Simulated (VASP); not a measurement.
Write the native input for VASP 6.6.1 that does the following.

| Property | Result |
| --- | --- |
| Task | atomic charges |
| Functional | PBE |
| Potentials or basis | VASP PAW PBE potentials, release 64 (Ba_sv, V_sv, Tl_d, O) |
| Cutoff | 520 eV |
| k mesh | 4 × 4 × 4 |
| Occupations | fermi-dirac, width 0.05 eV |
| Spin | collinear spin, ferromagnetic start |
| Starting moments | [0.0, 0.0, 2.0, 2.0, 2.0, 0.0, 0.0, 0.0, 0.0, 0.0, 0.0, 0.0, 0.0, 0.0, 0.0, 0.0, 0.0, 0.0, 0.0, 0.0, 0.0, 0.0] μB |
| Further INCAR settings | ALGO = Fast; EDIFF = 1e-07 |

The structure of Ba2Tl5V3O12 lies in POSCAR:

```
Ba2Tl5V3O12
1.0
    4.2369800000      2.4462200000      6.1284000000
   -4.2369800000      2.4462200000      6.1284000000
    0.0000000000     -4.8924400000      6.1284000000
Ba V Tl O
2 3 5 12
Direct
    0.5000000000      0.5000000000      0.5000000000
    0.0000000000      0.0000000000      0.0000000000
    0.5000000000      0.5000000000      0.0000000000
    0.0000000000      0.5000000000      0.5000000000
    0.5000000000      0.0000000000      0.5000000000
    0.0000000000      0.0000000000      0.5000000000
    0.5000000000      0.0000000000      0.0000000000
    0.0000000000      0.5000000000      0.0000000000
    0.7404500000      0.7404500000      0.7404500000
    0.2595500000      0.2595500000      0.2595500000
    0.7165200000      0.0808900000      0.4124200000
    0.4124200000      0.7165200000      0.0808900000
    0.0808900000      0.4124200000      0.7165200000
    0.5875700000      0.9191100000      0.2834800000
    0.9191100000      0.2834800000      0.5875700000
    0.2834800000      0.5875700000      0.9191100000
    0.2834800000      0.9191100000      0.5875700000
    0.5875700000      0.2834800000      0.9191100000
    0.9191100000      0.5875700000      0.2834800000
    0.4124200000      0.0808900000      0.7165200000
    0.0808900000      0.7165200000      0.4124200000
    0.7165200000      0.4124200000      0.0808900000
```

The cell was built by a generator and needn't be a form met in nature.

One way to write it, as run:

INCAR

```
PREC = Accurate
ENCUT = 520
EDIFF = 1E-7
ISMEAR = -1
SIGMA = 0.05
LREAL = False
LASPH = True
NELM = 120
ALGO = Fast
ISIF = 2
LWAVE = False
LCHARG = False
ISPIN = 2
MAGMOM = 0 0 2 2 2 0 0 0 0 0 0 0 0 0 0 0 0 0 0 0 0 0
LORBIT = 10
LMAXMIX = 4
GGA = PE
KPAR = 4
```

KPOINTS

```
regular mesh
0
Gamma
  4 4 4
```

Potentials or basis: VASP PAW PBE potentials, release 64 (Ba_sv, V_sv, Tl_d, O).

Run with:

```console
$ cat potpaw_PBE.64/Ba_sv/POTCAR potpaw_PBE.64/V_sv/POTCAR potpaw_PBE.64/Tl_d/POTCAR potpaw_PBE.64/O/POTCAR > POTCAR
$ mpirun -np 4 vasp_std > vasp.out
```

Results of the run:

```yaml
Pressure: 0.4 GPa
Largest_force: 0.068 eV/Å
Band_gap_on_the_k_mesh: none (metal or under the smearing width)
Net_moment: 1.10 μB per cell
Site_moments: Ba +0.00, -0.00; V +0.34; Tl -0.00, +0.03; O -0.01 μB
Valence_electrons_inside_the_program's_atomic_spheres: Ba 7.74; V 11.71; Tl 11.14, 11.29; O 4.94
```

Caveat: semilocal functionals often make such compounds metallic where correlation or magnetic order opens a gap, which also shifts bond lengths.

It took 14 min on 4 MPI ranks on Intel(R) Xeon(R) 6975P-C (Granite Rapids), with other jobs on the host, peak memory 1.2 GiB a rank.
